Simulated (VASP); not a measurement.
# Driving VASP from ASE on Cu, part 3 of 3

Do ASE scripts that read Cu from different structure formats give one answer, and do several routes find one equilibrium volume? All runs use PBEsol. Left out of this account: at least 1 further run (self-consistent run: a reference on another mesh). This is not the structure that Cu takes at ambient conditions. The start is a computed cell from the Materials Project.

VASP 6.6.1; PBEsol; plane waves and PAW (Cu).

So far. Step 4 (Relaxing cell and atoms (PBEsol, through ASE)): It ends with forces that vanish by symmetry and a pressure of 0.01 GPa. Step 5 (Energy against volume, from ASE (PBEsol)): The fit over cells of fixed shape and fractional positions puts the volume +0.57 % from the relaxed one.

The starting crystal is not the ambient structure of Cu (fcc); it is a model or a phase of other conditions.

### Step 6. BFGS in ASE (PBEsol)

Here ASE drives the relaxation and calls VASP for forces and stress at each step.

Input file run.py:

```python
import numpy as np
from ase.calculators.vasp import Vasp
from ase import Atoms
from ase.optimize import BFGS
from ase.filters import FrechetCellFilter

atoms = Atoms(['Cu', 'Cu', 'Cu', 'Cu'],
              cell=[[2.53076403, 0.0, 0.0], [-1.26538201, 2.19170594, 0.0], [0.0, 0.0, 8.26181508]],
              scaled_positions=[[0.0, 0.0, 0.0], [0.33333333, 0.66666667, 0.25], [0.0, 0.0, 0.5], [0.66666667, 0.33333333, 0.75]],
              pbc=True)

calc = Vasp(
    xc='pbesol',
    pp='PBE',
    prec='Accurate',
    encut=400,
    ediff=1e-06,
    nelm=100,
    ismear=-1,
    sigma=0.05,
    lreal=False,
    algo='Normal',
    nbands=28,
    lasph=True,
    lorbit=11,
    lwave=False,
    lcharg=False,
    kpar=4,
    isif=2,
    pp_version='64',
    setups={'Cu': ''},
    kpts=(14, 14, 4),
    gamma=True,
    txt='vasp.out',
)
atoms.calc = calc

BFGS(FrechetCellFilter(atoms)).run(fmax=0.02, steps=30)
print("cell (A, degrees):", np.round(atoms.cell.cellpar(), 4))
print("volume (A^3):", round(atoms.get_volume(), 4))
print("energy (eV):", round(atoms.get_potential_energy(), 6))
print("Fermi level (eV):", round(calc.get_fermi_level(), 4))
print("forces (eV/A):")
print(np.round(atoms.get_forces(), 4))
print("stress (GPa, Voigt, tension positive):", np.round(atoms.get_stress() * 160.21766, 3))
```

PAW data sets: Cu (PBE family, release 64).

On the command line:

```console
export ASE_VASP_COMMAND="mpirun -np 4 vasp_std"
python run.py
```

Output:

```text
Step     Time          Energy          fmax
BFGS:    0 --:--:--      -17.215666        0.146299
BFGS:    1 --:--:--      -17.216093        0.127306
BFGS:    2 --:--:--      -17.216113        0.005352
cell (A, degrees): [  2.5202   2.5202   8.2272  90.      90.     120.    ]
volume (A^3): 45.2549
energy (eV): -17.209839
Fermi level (eV): 7.8462
forces (eV/A):
[[-0. -0.  0.]
 [ 0.  0. -0.]
 [-0. -0.  0.]
 [-0. -0. -0.]]
stress (GPa, Voigt, tension positive): [-0.061 -0.061 -0.076 -0.    -0.    -0.   ]
```

Run time: 89 s. Hardware: 4 MPI ranks of AMD EPYC 7R43, shared host; peak memory 0.49 GiB; 5.6 min of CPU time.

The INCAR that ASE wrote:

```
ENCUT = 400.000000
SIGMA = 0.050000
EDIFF = 1.00e-06
ALGO = Normal
GGA = PS
PREC = Accurate
ISIF = 2
ISMEAR = -1
KPAR = 4
LORBIT = 11
NBANDS = 28
NELM = 100
LASPH = .TRUE.
LCHARG = .FALSE.
LWAVE = .FALSE.
LREAL = .FALSE.
```

ASE turned this into the KPOINTS:

```
KPOINTS created by Atomic Simulation Environment
0
Gamma
14 14 4
0 0 0
```

VASP's own log, vasp.out (the last of its runs):

```text
[... set-up lines as in an earlier step ...]
 entering main loop
       N       E                     dE             d eps       ncg     rms          rms(c)
DAV:   1     0.309656561525E+03    0.30966E+03   -0.17023E+04  4216   0.236E+03
DAV:   2     0.309404049378E+01   -0.30656E+03   -0.29784E+03  4032   0.384E+02
DAV:   3    -0.210763392526E+02   -0.24170E+02   -0.23054E+02  4352   0.159E+02
DAV:   4    -0.216142606156E+02   -0.53792E+00   -0.53700E+00  4520   0.321E+01
DAV:   5    -0.216219822132E+02   -0.77216E-02   -0.77211E-02  5048   0.374E+00    0.169E+01
DAV:   6    -0.187863318416E+02    0.28357E+01   -0.40064E+01  4336   0.134E+02    0.816E+00
DAV:   7    -0.172614873481E+02    0.15248E+01   -0.71224E+00  4444   0.554E+01    0.894E-01
DAV:   8    -0.172299142248E+02    0.31573E-01   -0.14897E-01  5020   0.584E+00    0.875E-01
DAV:   9    -0.172212326580E+02    0.86816E-02   -0.11532E-02  4556   0.402E+00    0.551E-01
DAV:  10    -0.172160204471E+02    0.52122E-02   -0.14115E-02  4564   0.246E+00    0.348E-02
DAV:  11    -0.172161368144E+02   -0.11637E-03   -0.10968E-03  4836   0.441E-01    0.414E-02
DAV:  12    -0.172161122033E+02    0.24611E-04   -0.10024E-04  4576   0.190E-01    0.601E-03
DAV:  13    -0.172161127071E+02   -0.50385E-06   -0.10596E-05  4788   0.409E-02    0.333E-03
DAV:  14    -0.172161126003E+02    0.10683E-06   -0.56609E-07  2332   0.142E-02
   1 F= -.17216113E+02 E0= -.17209839E+02  d E =-.125466E-01
```

Parts of OUTCAR (step 6):

```text
   ENCUT  =  400.0 eV  29.40 Ry    5.42 a.u.   4.11  4.11 13.42*2*pi/ulx,y,z

   NELECT =      44.0000    total number of electrons

 E-fermi :   7.8462

 k-point     1 :       0.0000    0.0000    0.0000
  band No.  band energies     occupation
    ...
     20       5.9340      2.00000
     21       5.9340      2.00000
     22       6.2382      2.00000
     23       6.2382      2.00000
     24       6.7785      2.00000
     25      11.9048      0.00000
     26      20.7315      0.00000
     27      20.7324      0.00000
     28      29.4493      0.00000

  Total        0.0173218      0.0173218      0.0214063      0.0000000      0.0000000      0.0000000
  in kB        0.6132523      0.6132523      0.7578550      0.0000000      0.0000000      0.0000000
  external PRESSURE =       0.6614532 kB  Pullay stress =       0.0000000 kB

 POSITION                                       TOTAL-FORCE (eV/Angst)
 -----------------------------------------------------------------------------------
      0.00000      0.00000      0.00000        -0.000000     -0.000000      0.000000
     -0.00000      1.45506      2.05681         0.000000      0.000000     -0.000000
      0.00000      0.00000      4.11362        -0.000000     -0.000000      0.000000
      1.26012      0.72753      6.17043        -0.000000     -0.000000     -0.000000
 -----------------------------------------------------------------------------------
    total drift:                               -0.000000      0.000000      0.000000

  FREE ENERGIE OF THE ION-ELECTRON SYSTEM (eV)
  ---------------------------------------------------
  free  energy   TOTEN  =       -17.2161126003 eV

  energy  without entropy=      -17.2035659905  energy(sigma->0) =      -17.20983930

[... 3 parts as in an earlier step ...]

[... 13 further parts left out ...]
```

Numbers from this step:

- optimizer steps: 2
- volume after bfgs: 11.31 Å³/atom

### Step 7. A single point (PBEsol, through ASE) with a changed input

A single point gives energy, forces and stress at these settings. Some settings are moved from the usual, to see what they do.

run.py, as its differences from that of step 6:

```diff
@@ -3,4 +3,3 @@
 from ase import Atoms
-from ase.optimize import BFGS
-from ase.filters import FrechetCellFilter
+from ase.dft.bandgap import bandgap
 
@@ -29,2 +28,6 @@
     isif=2,
+    amix=0.2,
+    bmix=0.0001,
+    amix_mag=0.8,
+    bmix_mag=0.0001,
     pp_version='64',
@@ -37,5 +40,2 @@
 
-BFGS(FrechetCellFilter(atoms)).run(fmax=0.02, steps=30)
-print("cell (A, degrees):", np.round(atoms.cell.cellpar(), 4))
-print("volume (A^3):", round(atoms.get_volume(), 4))
 print("energy (eV):", round(atoms.get_potential_energy(), 6))
@@ -45 +45,3 @@
 print("stress (GPa, Voigt, tension positive):", np.round(atoms.get_stress() * 160.21766, 3))
+gap, p1, p2 = bandgap(calc, direct=False)
+print("gap on the mesh (eV):", round(gap, 4))
```

Output:

```text
energy (eV): -17.209433
Fermi level (eV): 7.6835
forces (eV/A):
[[ 0.  0.  0.]
 [ 0. -0. -0.]
 [ 0.  0.  0.]
 [-0.  0.  0.]]
stress (GPa, Voigt, tension positive): [ 1.876  1.876  1.908 -0.    -0.     0.   ]
gap on the mesh (eV): 0.0
```

Elapsed: 39 s, on 4 MPI ranks; peak memory 0.54 GiB.

ASE turned this into the INCAR:

```
AMIX = 0.200000
AMIX_MAG = 0.800000
BMIX = 0.000100
BMIX_MAG = 0.000100
ENCUT = 400.000000
SIGMA = 0.050000
EDIFF = 1.00e-06
ALGO = Normal
GGA = PS
PREC = Accurate
ISIF = 2
ISMEAR = -1
KPAR = 4
LORBIT = 11
NBANDS = 28
NELM = 100
LASPH = .TRUE.
LCHARG = .FALSE.
LWAVE = .FALSE.
LREAL = .FALSE.
```

ASE turned this into the KPOINTS:

```
KPOINTS created by Atomic Simulation Environment
0
Gamma
14 14 4
0 0 0
```

vasp.out:

```text
[... set-up lines as in an earlier step ...]
 entering main loop
       N       E                     dE             d eps       ncg     rms          rms(c)
[... 5 cycles as in an earlier step ...]
DAV:   6    -0.173560120309E+02    0.42473E+01   -0.11852E+01  4420   0.717E+01    0.313E+00
DAV:   7    -0.172927427275E+02    0.63269E-01   -0.93939E-01  5964   0.119E+01    0.966E-01
DAV:   8    -0.172309832145E+02    0.61760E-01   -0.46216E-02  4792   0.510E+00    0.603E-01
DAV:   9    -0.172186414382E+02    0.12342E-01   -0.73117E-03  4608   0.312E+00    0.303E-01
DAV:  10    -0.172156650494E+02    0.29764E-02   -0.17058E-03  6348   0.545E-01    0.410E-02
DAV:  11    -0.172156965787E+02   -0.31529E-04   -0.27270E-04  5840   0.347E-01    0.416E-02
DAV:  12    -0.172156686992E+02    0.27879E-04   -0.10892E-04  4364   0.259E-01    0.149E-02
DAV:  13    -0.172156729655E+02   -0.42663E-05   -0.90553E-05  4616   0.193E-01    0.190E-02
DAV:  14    -0.172156663917E+02    0.65738E-05   -0.21086E-05  4324   0.124E-01    0.282E-03
DAV:  15    -0.172156667394E+02   -0.34768E-06   -0.23305E-06  2824   0.258E-02
   1 F= -.17215667E+02 E0= -.17209433E+02  d E =-.124680E-01
```

OUTCAR, selected parts (step 7):

```text
   NELECT =      44.0000    total number of electrons

 E-fermi :   7.6835

 k-point     1 :       0.0000    0.0000    0.0000
  band No.  band energies     occupation
    ...
     20       5.7907      2.00000
     21       5.7907      2.00000
     22       6.0896      2.00000
     23       6.0896      2.00000
     24       6.6551      2.00000
     25      11.6779      0.00000
     26      20.4621      0.00000
     27      20.4631      0.00000
     28      29.1919      0.00000

  Total       -0.5364469     -0.5364469     -0.5458459     -0.0000000     -0.0000000      0.0000000
  in kB      -18.7554695    -18.7554695    -19.0840813     -0.0000000     -0.0000000      0.0000000
  external PRESSURE =     -18.8650068 kB  Pullay stress =       0.0000000 kB

 POSITION                                       TOTAL-FORCE (eV/Angst)
 -----------------------------------------------------------------------------------
      0.00000      0.00000      0.00000         0.000000      0.000000      0.000000
     -0.00000      1.46114      2.06545         0.000000     -0.000000     -0.000000
      0.00000      0.00000      4.13091         0.000000      0.000000      0.000000
      1.26538      0.73057      6.19636        -0.000000      0.000000      0.000000
 -----------------------------------------------------------------------------------
    total drift:                               -0.000000      0.000000      0.000000

  FREE ENERGIE OF THE ION-ELECTRON SYSTEM (eV)
  ---------------------------------------------------
  free  energy   TOTEN  =       -17.2156667394 eV

  energy  without entropy=      -17.2031986967  energy(sigma->0) =      -17.20943272

[... 10 parts as in an earlier step ...]

[... 7 further parts left out ...]
```

AMIX, BMIX, AMIX_MAG and BMIX_MAG act on the way to self-consistency or on speed; a fully converged result doesn't depend on them, though slow mixing can meet EDIFF with the stress still off.

Numbers from this step:

```yaml
scf_cycles: 15
fermi_energy: 7.684 eV
pressure: -1.887 GPa
```

Against the sound run “Self-consistent run (PBEsol, through ASE)”, the energy at zero smearing moves by -0.0 meV an atom, the pressure by +0.14 GPa and the Fermi level by -0.00 eV.

### Step 8. Side by side

| run | atoms | mesh | energy (eV/atom) | pressure (GPa) |
| --- | --- | --- | --- | --- |
| ASE, structure typed into the script | 4 | 14×14×4 | -4.30236 | -2.026 |
| ASE, structure read from a CIF with its space group | 4 | 9×9×3 | -4.30764 | -1.940 |

### Step 9. Results

```yaml
energy_ase_structure_typed_into_the_script: -4.30236 eV/atom
energy_ase_structure_read_from_a_cif_with_its_space_group: -4.30764 eV/atom
volume_from_vasp_s_own_relaxation: 11.32 Å³/atom
volume_from_the_fit_of_the_ase_volume_loop: 11.38 Å³/atom
volume_from_bfgs_in_ase: 11.31 Å³/atom
```

What this shows: With the structure read from a CIF with its space group, ASE's run differs from the first script by -5.3 meV an atom, which comes from its other mesh. The routes to the equilibrium volume agree within 0.59 %. A relaxation follows the stress, which carries a basis-set error, while a volume loop fits energies; every loop stops at a tolerance; VASP's relaxation keeps the plane waves of its start, while ASE starts VASP afresh at each cell, and a loop at fixed shape can't relax anything but the volume.

[Lines on the potential files, build, host, timing and source positions are cut from VASP's logs without a mark.]

[Logs are printed without paths, hosts, clocks, repeated set-up lines and the standing remarks that a program may print on its own settings, such as how far it seeks lower states.]

[Hosts, paths, dates, database ids (printed as entryN), source tags and the programs' standing remarks are cut or masked in the printed files.]

[A measured line is paired with the nearest computed mode of its activity, which favours agreement.]

[In band tables of VASP the shares of atoms and orbitals are scaled to a sum of 1 inside the atoms' spheres.]
